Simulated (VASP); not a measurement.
The input files of a VASP run:

### INCAR
```
SYSTEM  =  CdI2
PREC  =  Accurate; ENCUT  =  420; LREAL  =  Auto
LASPH  =  .TRUE.
EDIFF  =  1E-09; NELM  =  100; ALGO  =  Normal
LMAXMIX  =  4
ISMEAR  =  0; SIGMA  =  0.02
GGA  =  PE
ISIF  =  2
LWAVE  =  .FALSE.; LCHARG  =  .FALSE.
```

### POSCAR
```
CdI2
1
    4.3562680000     0.0000000000     0.0000000000
   -2.1781340000     3.7726390000     0.0000000000
    0.0000000000     0.0000000000    44.0477820000
Cd I
6 12
Direct
  0.3333330000   0.6666670000   0.2500000000
  0.6666670000   0.3333330000   0.7500000000
  0.0000000000   0.0000000000   0.4167000000
  0.0000000000   0.0000000000   0.5833000000
  0.0000000000   0.0000000000   0.0834000000
  0.0000000000   0.0000000000   0.9166000000
  0.6666670000   0.3333330000   0.3771000000
  0.3333330000   0.6666670000   0.6229000000
  0.3333330000   0.6666670000   0.1231000000
  0.6666670000   0.3333330000   0.8769000000
  0.3333330000   0.6666670000   0.9564000000
  0.6666670000   0.3333330000   0.0436000000
  0.6666670000   0.3333330000   0.5437000000
  0.3333330000   0.6666670000   0.4563000000
  0.3333330000   0.6666670000   0.7897000000
  0.6666670000   0.3333330000   0.2103000000
  0.0000000000   0.0000000000   0.7104000000
  0.0000000000   0.0000000000   0.2896000000
```

**KPOINTS**
```
Automatic mesh
0
Gamma
9 9 2
0 0 0
```

POTCAR, in this order: Cd I (PBE.64 set). Program: vasp_std.

Question: Write an equivalent input for Ansatz.

Answer: One equivalent input (not run):
Ansatz 0.2 input:
```yaml
crystal:
  lattice:
    - [4.3562680, 0.0000000, 0.0000000]
    - [-2.1781340, 3.7726390, 0.0000000]
    - [0.0000000, 0.0000000, 44.0477820]
  atoms:
    - { symbol: Cd, position: [0.3333330, 0.6666670, 0.2500000] }
    - { symbol: Cd, position: [0.6666670, 0.3333330, 0.7500000] }
    - { symbol: Cd, position: [0.0000000, 0.0000000, 0.4167000] }
    - { symbol: Cd, position: [0.0000000, 0.0000000, 0.5833000] }
    - { symbol: Cd, position: [0.0000000, 0.0000000, 0.0834000] }
    - { symbol: Cd, position: [0.0000000, 0.0000000, 0.9166000] }
    - { symbol: I, position: [0.6666670, 0.3333330, 0.3771000] }
    - { symbol: I, position: [0.3333330, 0.6666670, 0.6229000] }
    - { symbol: I, position: [0.3333330, 0.6666670, 0.1231000] }
    - { symbol: I, position: [0.6666670, 0.3333330, 0.8769000] }
    - { symbol: I, position: [0.3333330, 0.6666670, 0.9564000] }
    - { symbol: I, position: [0.6666670, 0.3333330, 0.0436000] }
    - { symbol: I, position: [0.6666670, 0.3333330, 0.5437000] }
    - { symbol: I, position: [0.3333330, 0.6666670, 0.4563000] }
    - { symbol: I, position: [0.3333330, 0.6666670, 0.7897000] }
    - { symbol: I, position: [0.6666670, 0.3333330, 0.2103000] }
    - { symbol: I, position: [0.0000000, 0.0000000, 0.7104000] }
    - { symbol: I, position: [0.0000000, 0.0000000, 0.2896000] }
kpoints:
  mp_grid: { grid: [9, 9, 2] }
hamiltonian:
  xc: pbe
  pseudopotentials: { kind: paw }
scf:
  occupations: { method: gaussian, width: 0.02 }
  max_iter: 100
output: { forces: true, stress: true, eigenvalues: true }
```
The two are equivalent in intent, not identical: each code has its own PAW files, so the cut-off isn't converted (ENCUT is set for VASP's; basis.ecutwfc is left out, and Ansatz then takes the one that its files recommend); Ansatz stops its SCF on the density residual and VASP on the energy change (EDIFF).

The structure comes from a computed database's CdI2 entry; how it stands against other phases isn't given here. The cell was not relaxed at this level. The run is one of a series of settings (EDIFF = 1E-09, ENCUT = 420, KPOINTS 9×9×2 Γ-centred mesh against the base run), some of them coarse on purpose.
